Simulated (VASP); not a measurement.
Crystal: Si2B3.

```xyz
5
Lattice="4.0343 0.0000 0.0000 0.0000 4.0343 0.0000 0.0000 0.0000 3.9343" Properties=species:S:1:pos:R:3 pbc="T T T"
Si    0.0000    2.0171    1.9672
Si    2.0171    0.0000    1.9672
B     2.0171    2.0171    3.3275
B     2.0171    2.0171    0.6068
B     2.0171    2.0171    1.9672
```

The cell was built by a generator and needn't be a form met in nature.

| Item | Value |
| --- | --- |
| Program | VASP 6.6.1 |
| Task | relaxation of cell and atoms |
| Functional | PBE |
| Potentials or basis | VASP PAW PBE potentials, release 64 (Si, B) |
| Cutoff | 520 eV |
| k mesh | 4 × 4 × 4 |
| Occupations | gaussian, width 0.15 eV |
| Spin | no spin polarisation |

At the start: pressure 50.3 GPa; volume 12.81 Å³/atom.

Problem. How do energy, volume and symmetry change on relaxing?

Solution. Over 22 steps the energy falls by 978.1 meV/atom and the volume is 18.10 Å³/atom (+41.3 %); space group P4/mmm (No. 123, to 0.05 Å).

The path:
```csv
step,energy change (eV),largest force (eV/Å),pressure (GPa),volume (Å³)
1,0.0000,12.6783,50.28,64.03
2,12.1024,37.8222,38.14,104.63
3,8.6252,31.7154,34.86,96.20
4,6.3654,28.4913,33.42,89.96
5,2.4952,25.0571,35.93,76.63
6,0.9697,22.9912,41.26,70.24
7,-2.5005,5.2732,1.70,90.88
8,-2.5599,7.2412,5.26,87.19
9,-2.5626,6.8453,4.61,87.87
10,-3.3368,6.6530,4.17,85.29
11,-4.2843,0.1334,15.27,77.35
12,-4.3313,4.7524,9.16,80.30
13,-4.4160,3.1942,11.57,79.02
14,-4.4148,2.7557,12.21,78.71
15,-4.7226,0.1871,6.58,82.27
16,-4.7518,1.3244,4.46,83.95
17,-4.8292,0.5396,2.42,86.35
18,-4.8622,0.3534,-0.07,89.41
19,-4.8842,0.2576,-0.16,90.08
20,-4.8901,0.1649,-0.19,90.66
21,-4.8901,0.1638,-0.20,90.63
22,-4.8905,0.0531,-0.11,90.50
```

Final structure:
```xyz
5
Lattice="4.4014 0.0000 0.0000 0.0000 4.4014 0.0000 0.0000 0.0000 4.6715" Properties=species:S:1:pos:R:3 pbc="T T T"
Si    0.0000    2.2007    2.3357
Si    2.2007    0.0000    2.3357
B     2.2007    2.2007    3.8840
B     2.2007    2.2007    0.7875
B     2.2007    2.2007    2.3357
```

Caveat: the k mesh is coarse (spacing up to 0.40 Å⁻¹), so the values aren't converged; the volume moved by over 15 % at a fixed basis, so the end points are rough.
